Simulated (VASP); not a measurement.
Given:

```
CELL_PARAMETERS angstrom
      0.00000     2.69927     2.69927
      2.69927     0.00000     2.69927
      2.69927     2.69927     0.00000
ATOMIC_POSITIONS crystal
  Cd 0.00000 0.00000 0.00000
  F  0.25000 0.25000 0.25000
  F  0.75000 0.75000 0.75000
```

These are PBEsol GGA, VASP's PBE PAW potentials (set 64) (plane waves; VASP 6.6.1) values and carry that method's errors. Numerical set-up: 600 eV cut-off, 6×6×6 Γ-centred mesh, Gaussian smearing of 0.050 eV, potentials Cd F.

Energy and stress use the plane-wave basis of the starting cell.

The ions, cell shape and volume at an external pressure of 15.0 GPa are relaxed. Give the cell that the relaxation ends in.

```
CELL_PARAMETERS angstrom
      0.00000     2.60360     2.60360
      2.60360     0.00000     2.60360
      2.60360     2.60360     0.00000
ATOMIC_POSITIONS crystal
  Cd 0.00000 0.00000 0.00000
  F  0.25000 0.25000 0.25000
  F  0.75000 0.75000 0.75000
```
Space group Fm-3m (225), at a tolerance of 0.03 Å.

How do energy and volume change from the first to the last step?

The energy (σ→0) changes by +55.2 meV/atom and the volume by -10.3 %, in 6 ionic steps.

```tsv
step	E(σ→0) (eV)	max force (eV/Å)	pressure (GPa)	volume (Å³)
1	-11.5976	0.000	-0.27	39.33
2	-11.0536	0.000	31.76	32.64
3	-11.4353	0.000	14.82	35.33
4	-11.4281	0.000	15.21	35.26
5	-11.4350	0.000	14.83	35.33
6	-11.4321	0.000	15.00	35.30
```

The compound is CdF2 in the fluorite structure. This run relaxes it under an external pressure of 15 GPa. Symmetry was kept, so distortions that lower it aren't found.
